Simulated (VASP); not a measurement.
# W6O (Fm-3m) in VASP: single point with PBE

Aim: the single point of W6O with PBE.

Program: VASP 6.6.1. These are calculated values, not measurements. Logs are shortened: lines on timing, memory, paths and dates and some standing lists are left out, and cuts for length are marked.

### Step 1. The cell of the first run

The structure is cubic, space group Fm-3m (No. 225). Conventional cell: a = 7.794 Å, b = 7.794 Å, c = 7.794 Å, α = 90.00°, β = 90.00°, γ = 90.00°. W (site symmetry mmm) is surrounded by 8 W at 2.76 Å and 2 O at 2.76 Å. O (site symmetry m-3m) is surrounded by 12 W at 2.76 Å.

The cell was built by a generator and needn't be a form met in nature.

### Step 2. Single point, PBE (species swapped into the Zn6Mo type (Fm-3m, No. 225))

Contents of INCAR:

```
PREC = Accurate
ENCUT = 520
EDIFF = 1E-7
ISMEAR = 0
SIGMA = 0.1
LREAL = F
LASPH = T
NELM = 60
ALGO = Normal
ISIF = 2
LWAVE = F
LCHARG = F
GGA = PE
NBANDS = 54
```

Contents of KPOINTS:

```
regular mesh
0
Gamma
  4 4 4
```

Contents of POSCAR:

```
W6O
1.0
    0.0000000000      3.8969781500      3.8969781500
    3.8969781500      0.0000000000      3.8969781500
    3.8969781500      3.8969781500      0.0000000000
W O
6 1
Direct
    0.5000000000      0.5000000000      0.0000000000
    0.5000000000      0.0000000000      0.5000000000
    0.0000000000      0.0000000000      0.5000000000
    0.0000000000      0.5000000000      0.0000000000
    0.0000000000      0.5000000000      0.5000000000
    0.5000000000      0.0000000000      0.0000000000
    0.0000000000      0.0000000000      0.0000000000
```

Potentials or basis: VASP PAW PBE potentials, release 64 (W_sv, O).

Command:

```sh
$ cat potpaw_PBE.64/W_sv/POTCAR potpaw_PBE.64/O/POTCAR > POTCAR
$ mpirun -np 1 vasp_std > vasp.out
```

OUTCAR:

```text
PREC = Accurate
   ENCUT = 520
   EDIFF = 1E-7
   ISMEAR = 0
   LREAL = F
   LASPH = T
   NELM = 60
   ISIF = 2
   GGA = PE

 ion  position               nearest neighbor table
   1  0.500  0.500  0.000-   4 2.76   6 2.76   2 2.76   5 2.76   2 2.76   6 2.76   4 2.76   5 2.76

   2  0.500  0.000  0.500-   3 2.76   6 2.76   1 2.76   6 2.76   1 2.76   5 2.76   3 2.76   5 2.76

   3  0.000  0.000  0.500-   2 2.76   5 2.76   4 2.76   6 2.76   4 2.76   5 2.76   2 2.76   6 2.76

   4  0.000  0.500  0.000-   1 2.76   5 2.76   3 2.76   5 2.76   3 2.76   6 2.76   1 2.76   6 2.76

   5  0.000  0.500  0.500-   3 2.76   4 2.76   1 2.76   4 2.76   2 2.76   3 2.76   1 2.76   2 2.76

   6  0.500  0.000  0.000-   1 2.76   2 2.76   2 2.76   3 2.76   1 2.76   4 2.76   3 2.76   4 2.76

   7  0.000  0.000  0.000-

  LATTYP: Found a face centered cubic cell.
 ALAT       =     7.7939563000

  Lattice vectors:

 A1 = (   0.0000000000,   3.8969781500,   3.8969781500)
 A2 = (   3.8969781500,   0.0000000000,   3.8969781500)
 A3 = (   3.8969781500,   3.8969781500,   0.0000000000)

Analysis of symmetry for initial positions (statically):
=====================================================================
 Subroutine PRICEL returns:
 Original cell was already a primitive cell.

 Routine SETGRP: Setting up the symmetry group for a
 face centered cubic supercell.

 Subroutine GETGRP returns: Found 48 space group operations
 (whereof 48 operations were pure point group operations)
 out of a pool of 48 trial point group operations.

The static configuration has the point symmetry O_h .

Analysis of symmetry for dynamics (positions and initial velocities):
=====================================================================
 Subroutine PRICEL returns:
 Original cell was already a primitive cell.

 Routine SETGRP: Setting up the symmetry group for a
 face centered cubic supercell.

 Subroutine GETGRP returns: Found 48 space group operations
 (whereof 48 operations were pure point group operations)
 out of a pool of 48 trial point group operations.

The dynamic configuration has the point symmetry O_h .

 Subroutine INISYM returns: Found 48 space group operations
 (whereof 48 operations are pure point group operations),
 and found     1 'primitive' translations

----------------------------------------------------------------------------------------

                                     Primitive cell

  volume of cell :     118.3624

  direct lattice vectors                    reciprocal lattice vectors
     0.000000000  3.896978150  3.896978150    -0.128304543  0.128304543  0.128304543
     3.896978150  0.000000000  3.896978150     0.128304543 -0.128304543  0.128304543
     3.896978150  3.896978150  0.000000000     0.128304543  0.128304543 -0.128304543

  length of vectors
     5.511159352  5.511159352  5.511159352     0.222229987  0.222229987  0.222229987

  position of ions in fractional coordinates (direct lattice)
     0.500000000  0.500000000  0.000000000
     0.500000000  0.000000000  0.500000000
     0.000000000  0.000000000  0.500000000
     0.000000000  0.500000000  0.000000000
     0.000000000  0.500000000  0.500000000
     0.500000000  0.000000000  0.000000000
     0.000000000  0.000000000  0.000000000

  ion indices of the primitive-cell ions
   primitive index   ion index
                 1           1
                 2           2
                 3           3
                 4           4
                 5           5
                 6           6
                 7           7

----------------------------------------------------------------------------------------

 KPOINTS: regular mesh

Automatic generation of k-mesh.
 Grid dimensions read from file:
 generate k-points for:    4    4    4

 Generating k-lattice:

  Cartesian coordinates                     Fractional coordinates (reciprocal lattice)
    -0.032076136  0.032076136  0.032076136     0.250000000  0.000000000  0.000000000
     0.032076136 -0.032076136  0.032076136     0.000000000  0.250000000  0.000000000
     0.032076136  0.032076136 -0.032076136     0.000000000  0.000000000  0.250000000

  Length of vectors
     0.055557497  0.055557497  0.055557497

  Shift w.r.t. Gamma in fractional coordinates (k-lattice)
     0.000000000  0.000000000  0.000000000

 Subroutine IBZKPT returns following result:
 ===========================================

 Found      8 irreducible k-points:

 Following reciprocal coordinates:
            Coordinates               Weight
  0.000000  0.000000  0.000000      1.000000
  0.250000  0.000000  0.000000      8.000000
  0.500000  0.000000  0.000000      4.000000
  0.250000  0.250000  0.000000      6.000000
  0.500000  0.250000  0.000000     24.000000
 -0.250000  0.250000  0.000000     12.000000
  0.500000  0.500000  0.000000      3.000000
 -0.250000  0.500000  0.250000      6.000000
   k-points           NKPTS =      8   k-points in BZ     NKDIM =      8   number of bands    NBANDS=     54
   number of dos      NEDOS =    301   number of ions     NIONS =      7
   total plane-waves  NPLWV =  74088
   dimension x,y,z NGX =    42 NGY =   42 NGZ =   42
   dimension x,y,z NGXF=    84 NGYF=   84 NGZF=   84
   ions per type =               6   1
   NGX,Y,Z   is equivalent  to a cutoff of  12.67, 12.67, 12.67 a.u.
   NGXF,Y,Z  is equivalent  to a cutoff of  25.34, 25.34, 25.34 a.u.
 SYSTEM =  unknown system
   PREC   = accura    normal or accurate (medium, high low for compatibility)
   ISTART =      0    job   : 0-new  1-cont  2-samecut
   ICHARG =      2    charge: 1-file 2-atom 10-const
   ISPIN  =      1    spin polarized calculation?
   LNONCOLLINEAR =      F non collinear calculations
   LSORBIT =      F    spin-orbit coupling
   LASPH  =      T    aspherical Exc in radial PAW
   ENCUT  =  520.0 eV  38.22 Ry    6.18 a.u.  10.25 10.25 10.25*2*pi/ulx,y,z
   NELM   =     60;   NELMIN=  2; NELMDL= -5     # of ELM steps
   EDIFF  = 0.1E-06   stopping-criterion for ELM
   LREAL  =      F    real-space projection
   EDIFFG = 0.1E-05   stopping-criterion for IOM
   NSW    =      0    number of steps for IOM
   IBRION =     -1    ionic relax: 0-MD 1-quasi-New 2-CG
   NFREE  =      0    steps in history (QN), initial steepest desc. (CG)
   ISIF   =      2    stress and relaxation
   ISYM   =      2    0-nonsym 1-usesym 2-fastsym
   POTIM  = 0.5000    time-step for ionic-motion
   TEBEG  =    0.0;   TEEND  =   0.0 temperature during run
   PSTRESS=    0.0 pullay stress
   NELECT =      90.0000    total number of electrons
   NUPDOWN=      -1.0000    fix difference up-down
   EMIN   =  10.00;   EMAX   =-10.00  energy-range for DOS
   EFERMI =   0.00;   METHOD = LEGACY
   ISMEAR =     0;   SIGMA  =   0.10  broadening in eV -4-tet -1-fermi 0-gaus
   EFERMI_NEDOS =   21; number of points for ismear=-14 and -15
   IALGO  =     38    algorithm
   IMIX   =      4    mixing-type and parameters
     AMIX     =   0.40;   BMIX     =  1.00
     AMIX_MAG =   1.60;   BMIX_MAG =  1.00
  volume/ion in A,a.u.               =      16.91       114.11
  Fermi-wavevector in a.u.,A,eV,Ry     =   1.494231  2.823687 30.378079  2.232726
  Thomas-Fermi vector in A             =   2.606530
   LORBIT       =      0    0 simple, 1 ext, 2 COOP (PROOUT), +10 PAW based schemes
   GGA     = PE    functional components
   LHFCALC =     F    Hartree Fock is set to
   AEXX    =    0.0000 exact exchange contribution
   IVDW    =     0    specifies the selected vdW correction
   LEPSILON=     F    determine dielectric tensor
   LRPA    =     F    only Hartree local field effects (RPA)
 non-spin polarized calculation
 Gauss-broadening in eV      SIGMA  =   0.10
  energy-cutoff  :      520.00
  volume of cell :      118.36
 maximum number of plane-waves:      3250
 NGX is ok and might be reduce to    42
   NGX = 21   NGY = 21   NGZ = 21

 number of electron      90.0000011 magnetization

 Free energy of the ion-electron system (eV)
  ---------------------------------------------------
  ext. energy  EPLUGINS =         0.00000000
  ---------------------------------------------------
  free energy    TOTEN  =       -75.36753084 eV

  energy without entropy =      -75.32323034  energy(sigma->0) =      -75.34538059

 E-fermi :   9.1054     XC(G=0): -12.5809

 val. band max:        8.9408455393   @ k =  -0.2500   0.2500   0.0000
 cond. band min:       9.1059347795   @ k =   0.2500   0.0000   0.0000
 fundamental gap:      0.1650892402
 Fermi energy:         9.1053837047

 k-point     1 :       0.0000    0.0000    0.0000
  band No.  band energies     occupation
      1     -65.1308      2.00000
      2     -65.0208      2.00000
      3     -65.0208      2.00000
      4     -65.0208      2.00000
      5     -64.9669      2.00000
      6     -64.9669      2.00000
[... 46 lines left out ...]
     53      11.7604      0.00000
     54      11.7604      0.00000

 k-point     2 :       0.2500    0.0000    0.0000
  band No.  band energies     occupation
      1     -65.1148      2.00000
      2     -65.0370      2.00000
      3     -65.0130      2.00000
      4     -65.0130      2.00000
      5     -64.9749      2.00000
      6     -64.9749      2.00000
[... 46 lines left out ...]
     53      11.4832      0.00000
     54      11.6438      0.00000

 k-point     3 :       0.5000    0.0000    0.0000
  band No.  band energies     occupation
      1     -65.0760      2.00000
      2     -65.0760      2.00000
      3     -64.9940      2.00000
      4     -64.9940      2.00000
      5     -64.9940      2.00000
      6     -64.9940      2.00000
[... 46 lines left out ...]
     53      11.0671      0.00000
     54      11.0671      0.00000
[... 172 lines left out ...]
 k-point     7 :       0.5000    0.5000    0.0000
  band No.  band energies     occupation
      1     -65.0764      2.00000
      2     -65.0216      2.00000
      3     -65.0213      2.00000
      4     -65.0212      2.00000
      5     -65.0212      2.00000
      6     -64.9666      2.00000
[... 46 lines left out ...]
     53       9.9933      0.00000
     54      10.2735      0.00000

 k-point     8 :      -0.2500    0.5000    0.2500
  band No.  band energies     occupation
      1     -65.0601      2.00000
      2     -65.0601      2.00000
      3     -65.0214      2.00000
      4     -65.0214      2.00000
      5     -64.9826      2.00000
      6     -64.9826      2.00000
[... 46 lines left out ...]
     53      10.7562      0.00000
     54      10.7562      0.00000

------------------------ aborting loop because EDIFF is reached ----------------------------------------

  FORCE on cell =-STRESS in cart. coord.  units (eV):
  Direction    XX          YY          ZZ          XY          YZ          ZX
  --------------------------------------------------------------------------------------
  -------------------------------------------------------------------------------------
  Total       -2.7678802     -2.7678802     -2.7678802      0.0000000     -0.0000000     -0.0000000
  in kB      -37.4665726    -37.4665726    -37.4665726      0.0000000     -0.0000000     -0.0000000
  external PRESSURE =     -37.4665726 kB  Pullay stress =       0.0000000 kB

 VOLUME and BASIS-vectors are now :
 -----------------------------------------------------------------------------
  energy-cutoff  :      520.00
  volume of cell :      118.36
      direct lattice vectors                 reciprocal lattice vectors
     0.000000000  3.896978150  3.896978150    -0.128304543  0.128304543  0.128304543
     3.896978150  0.000000000  3.896978150     0.128304543 -0.128304543  0.128304543
     3.896978150  3.896978150  0.000000000     0.128304543  0.128304543 -0.128304543

 POSITION                                       TOTAL-FORCE (eV/Angst)
 -----------------------------------------------------------------------------------
      1.94849      1.94849      3.89698         0.000000      0.000000     -0.000000
      1.94849      3.89698      1.94849        -0.000000      0.000000      0.000000
      1.94849      1.94849      0.00000        -0.000000     -0.000000      0.000000
      1.94849      0.00000      1.94849        -0.000000      0.000000      0.000000
      3.89698      1.94849      1.94849         0.000000      0.000000     -0.000000
      0.00000      1.94849      1.94849         0.000000     -0.000000     -0.000000
      0.00000      0.00000      0.00000        -0.000000      0.000000     -0.000000
 -----------------------------------------------------------------------------------
    total drift:                               -0.000000     -0.000000      0.000000

  FREE ENERGIE OF THE ION-ELECTRON SYSTEM (eV)
  ---------------------------------------------------
  free  energy   TOTEN  =       -75.3675308390 eV

  energy  without entropy=      -75.3232303448  energy(sigma->0) =      -75.34538059
```

Run time: 70 s. Hardware: 1 thread of Intel Xeon Platinum 8488C (Sapphire Rapids), shared host; peak memory 0.26 GiB.

Results:

| Quantity | Value |
| --- | --- |
| Free energy | -75.3675 eV |
| Pressure | -3.7 GPa |
| Band gap on the k mesh | none (metal or under the smearing width) |

Spin-orbit coupling is left out, which matters for the levels of W.
